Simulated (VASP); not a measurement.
All values below come from r2SCAN meta-GGA, VASP's PBE PAW potentials (set 64) (plane waves; VASP).

VASP ran on this input.

**INCAR**
```
# general
SYSTEM   =  InGaAs2
PREC     =  Accurate
ENCUT    =  400
LREAL    =  .FALSE.
LASPH    =  .TRUE.

# electronic loop
EDIFF    =  1E-6
NELM     =  100
ALGO     =  Normal
LMAXMIX  =  4
LMIXTAU  =  .TRUE.

# smearing
ISMEAR   =  0
SIGMA    =  0.05

# functional
METAGGA  =  R2SCAN

# ions
IBRION   =  2
NSW      =  60
ISIF     =  3
EDIFFG   =  -0.02

# output
LWAVE    =  .FALSE.
LCHARG   =  .FALSE.
```

**KPOINTS**
```
Automatic mesh
0
Gamma
5 5 4
0 0 0
```

### POSCAR
```
InGaAs2
1
    4.1526745805     0.0000000000    -0.0000000000
    0.0000000000     4.1526745805     0.0000000000
    0.0000000000     0.0000000000     5.9122860835
In Ga As
1 1 2
Direct
  0.0000000000   0.0000000000   0.5000000000
  0.5000000000   0.5000000000   0.0000000000
  0.5000000000   0.0000000000   0.7700971539
  0.0000000000   0.5000000000   0.2299028461
```

POTCAR, in this order: In_d Ga_d As (PBE.64 set). Program: vasp_std.

What VASP printed:

File OUTCAR:
```
 ion  position               nearest neighbor table
   1  0.000  0.000  0.500-   3 2.62   4 2.62   4 2.62   3 2.62
   2  0.500  0.500  0.000-   3 2.48   4 2.48   3 2.48   4 2.48
   3  0.500  0.000  0.770-   2 2.48   2 2.48   1 2.62   1 2.62
   4  0.000  0.500  0.230-   2 2.48   2 2.48   1 2.62   1 2.62
  LATTYP: Found a simple tetragonal cell.
 ALAT       =     4.1526745805
 C/A-ratio  =     1.4237296877
 Subroutine PRICEL returns:
 Original cell was already a primitive cell.
 Subroutine GETGRP returns: Found  8 space group operations
The static configuration has the point symmetry D_2d.
The dynamic configuration has the point symmetry D_2d.
 Subroutine INISYM returns: Found  8 space group operations
 Subroutine IBZKPT returns following result:
 Found     18 irreducible k-points:

 Following reciprocal coordinates:
            Coordinates               Weight
  0.000000  0.000000  0.000000      1.000000
  0.200000  0.000000  0.000000      4.000000
  0.400000  0.000000  0.000000      4.000000
  0.200000  0.200000  0.000000      4.000000
  0.400000  0.200000  0.000000      8.000000
  0.400000  0.400000  0.000000      4.000000
  0.000000  0.000000  0.250000      2.000000
  0.200000  0.000000  0.250000      8.000000
  0.400000  0.000000  0.250000      8.000000
  0.200000  0.200000  0.250000      8.000000
  0.400000  0.200000  0.250000     16.000000
  0.400000  0.400000  0.250000      8.000000
  0.000000  0.000000  0.500000      1.000000
  0.200000  0.000000  0.500000      4.000000
  0.400000  0.000000  0.500000      4.000000
  0.200000  0.200000  0.500000      4.000000
  0.400000  0.200000  0.500000      8.000000
  0.400000  0.400000  0.500000      4.000000
   k-points           NKPTS =     18   k-points in BZ     NKDIM =     18   number of bands    NBANDS=     22
   number of dos      NEDOS =    301   number of ions     NIONS =      4
   total plane-waves  NPLWV =  31360
...
```

### OSZICAR
```
       N       E                     dE             d eps       ncg     rms          rms(c)
DAV:   1     0.199641514287E+03    0.19964E+03   -0.15719E+04   798   0.178E+03
DAV:   2    -0.421459587460E+02   -0.24179E+03   -0.23696E+03   828   0.414E+02
DAV:   3    -0.695866465255E+02   -0.27441E+02   -0.26683E+02   986   0.140E+02
DAV:   4    -0.704532815529E+02   -0.86664E+00   -0.86565E+00   948   0.271E+01
DAV:   5    -0.704842764619E+02   -0.30995E-01   -0.30992E-01  1160   0.454E+00    0.711E+00
DAV:   6    -0.667890323194E+02    0.36952E+01   -0.25640E+00   942   0.311E+01    0.370E+00
DAV:   7    -0.640224266586E+02    0.27666E+01   -0.79167E-01   840   0.885E+00    0.156E+00
DAV:   8    -0.648929119948E+02   -0.87049E+00   -0.98825E-01   846   0.732E+00    0.126E+00
DAV:   9    -0.649306621646E+02   -0.37750E-01   -0.71438E-02   900   0.218E+00    0.685E-01
DAV:  10    -0.649526516868E+02   -0.21990E-01   -0.36494E-02   938   0.180E+00    0.330E-01
DAV:  11    -0.649826163428E+02   -0.29965E-01   -0.35324E-02   828   0.143E+00    0.131E-01
DAV:  12    -0.649836328578E+02   -0.10165E-02   -0.17183E-03   948   0.312E-01    0.181E-01
DAV:  13    -0.649836318177E+02    0.10401E-05   -0.65376E-05  1250   0.543E-02    0.217E-01
DAV:  14    -0.649811339337E+02    0.24979E-02   -0.55900E-03   918   0.674E-01    0.208E-01
DAV:  15    -0.649822072440E+02   -0.10733E-02   -0.17688E-03   840   0.369E-01    0.116E-01
DAV:  16    -0.649836885478E+02   -0.14813E-02   -0.32236E-04   840   0.154E-01    0.893E-02
DAV:  17    -0.649840419607E+02   -0.35341E-03   -0.22898E-04   960   0.148E-01    0.816E-02
DAV:  18    -0.649841793529E+02   -0.13739E-03   -0.13346E-04   950   0.949E-02    0.805E-02
DAV:  19    -0.649841980205E+02   -0.18668E-04   -0.65187E-05   996   0.828E-02    0.913E-02
DAV:  20    -0.649842024682E+02   -0.44476E-05   -0.76398E-06   840   0.208E-02    0.100E-01
DAV:  21    -0.649842024152E+02    0.53025E-07   -0.51031E-07   546   0.608E-03
   1 F= -.64984202E+02 E0= -.64984202E+02  d E =-.649842E+02
       N       E                     dE             d eps       ncg     rms          rms(c)
DAV:   1    -0.649848158311E+02   -0.61336E-03   -0.16458E-02   972   0.152E+00    0.208E-01
DAV:   2    -0.649844373680E+02    0.37846E-03   -0.12861E-03   936   0.593E-01    0.106E-01
DAV:   3    -0.649842994487E+02    0.13792E-03   -0.22722E-04  1118   0.252E-01    0.196E-02
DAV:   4    -0.649843076224E+02   -0.81737E-05   -0.81457E-05   904   0.798E-02    0.104E-02
DAV:   5    -0.649843096126E+02   -0.19902E-05   -0.39880E-05   846   0.584E-02    0.810E-03
DAV:   6    -0.649843194715E+02   -0.98589E-05   -0.79075E-06   702   0.246E-02    0.281E-03
DAV:   7    -0.649843196502E+02   -0.17870E-06   -0.12069E-06   558   0.119E-02
   2 F= -.64984320E+02 E0= -.64984320E+02  d E =-.117235E-03
```

File OUTCAR:
```
------------------------ aborting loop because EDIFF is reached ----------------------------------------
  FORCE on cell =-STRESS in cart. coord.  units (eV):
  Direction    XX          YY          ZZ          XY          YZ          ZX
  --------------------------------------------------------------------------------------
  Total        0.0781140      0.0781140     -0.0104049      0.0000000      0.0000000     -0.0000000
  in kB        1.2286769      1.2286769     -0.1636616      0.0000000      0.0000000     -0.0000000
  external PRESSURE =       0.7645640 kB  Pullay stress =       0.0000000 kB
  volume of cell :      101.86
      direct lattice vectors                 reciprocal lattice vectors
     4.153820000  0.000000000  0.000000000     0.240742257  0.000000000 -0.000000000
     0.000000000  4.153820000  0.000000000     0.000000000  0.240742257  0.000000000
     0.000000000  0.000000000  5.903458258     0.000000000  0.000000000  0.169392237
 POSITION                                       TOTAL-FORCE (eV/Angst)
 -----------------------------------------------------------------------------------
      0.00000      4.15382      2.95173         0.000000     -0.000000      0.000000
      2.07691      2.07691      0.00000        -0.000000      0.000000      0.000000
      2.07691      4.15382      4.54591        -0.000000     -0.000000     -0.001496
      4.15382      2.07691      1.35755         0.000000     -0.000000      0.001496
 -----------------------------------------------------------------------------------
    total drift:                                0.000000      0.000000      0.000000
  FREE ENERGIE OF THE ION-ELECTRON SYSTEM (eV)
  ---------------------------------------------------
  free  energy   TOTEN  =       -64.9843196502 eV

  energy  without entropy=      -64.9843195822  energy(sigma->0) =      -64.98431962

 reached required accuracy - stopping structural energy minimisation
```
(Selected blocks of OUTCAR.)

### CONTCAR
```
InGaAs2
   1.00000000000000
     4.1538199997732894    0.0000000000000000    0.0000000000000000
     0.0000000000000000    4.1538199997732894    0.0000000000000000
     0.0000000000000000    0.0000000000000000    5.9034582577353421
  In              Ga              As
     1     1     2
Direct
     0.0000000000000000    1.0000000000000000    0.5000000000000000
     0.5000000000000000    0.5000000000000000    0.0000000000000000
     0.5000000000000000    1.0000000000000000    0.7700420046469120
     1.0000000000000000    0.5000000000000000    0.2299579953530880
```

File OUTCAR:
```
 val. band max:        3.9292285757   @ k =   0.0000   0.0000   0.0000

 cond. band min:       4.2352959718   @ k =   0.0000   0.0000   0.0000


 Fermi energy:         4.0849624210

 k-point     1 :       0.0000    0.0000    0.0000
  band No.  band energies     occupation
      1     -11.4347      2.00000
      2     -11.3611      2.00000
      3     -11.3611      2.00000
      4     -11.3211      2.00000
      5     -11.2828      2.00000
      6     -11.0298      2.00000
      7     -10.8834      2.00000
      8     -10.8834      2.00000
      9     -10.8002      2.00000
     10     -10.7836      2.00000
     11      -8.7569      2.00000
     12      -6.4520      2.00000
     13      -2.5047      2.00000
     14       1.3068      2.00000
     15       1.3068      2.00000
     16       3.7719      2.00000
     17       3.9292      1.99999
     18       3.9292      1.99999
     19       4.2353      0.00002
     20       5.7625      0.00000
     21       6.0810      0.00000
     22       8.0593      0.00000

 k-point     2 :       0.2000    0.0000    0.0000
  band No.  band energies     occupation
      1     -11.4282      2.00000
      2     -11.3732      2.00000
      3     -11.3600      2.00000
      4     -11.3170      2.00000
      5     -11.2852      2.00000
      6     -11.0156      2.00000
      7     -10.9137      2.00000
      8     -10.8828      2.00000
      9     -10.7936      2.00000
     10     -10.7903      2.00000
     11      -8.4576      2.00000
     12      -6.4494      2.00000
     13      -2.4035      2.00000
     14       0.4171      2.00000
     15       1.5612      2.00000
     16       1.5846      2.00000
     17       3.0519      2.00000
     18       3.7714      2.00000
     19       5.6315      0.00000
     20       6.3617      0.00000
     21       7.7401      0.00000
     22       8.1684      0.00000

 k-point     3 :       0.4000    0.0000    0.0000
  band No.  band energies     occupation
      1     -11.4188      2.00000
...
```

Unless said otherwise, spin-orbit coupling is left out, though it shifts the bands of the heavy elements here.

The structure comes from a computed database's InGaAs2 entry (P-4m2); how it stands against other phases isn't given here. This run relaxes it. Symmetry was kept, so distortions that lower it aren't found. The start is the result of an earlier pass.
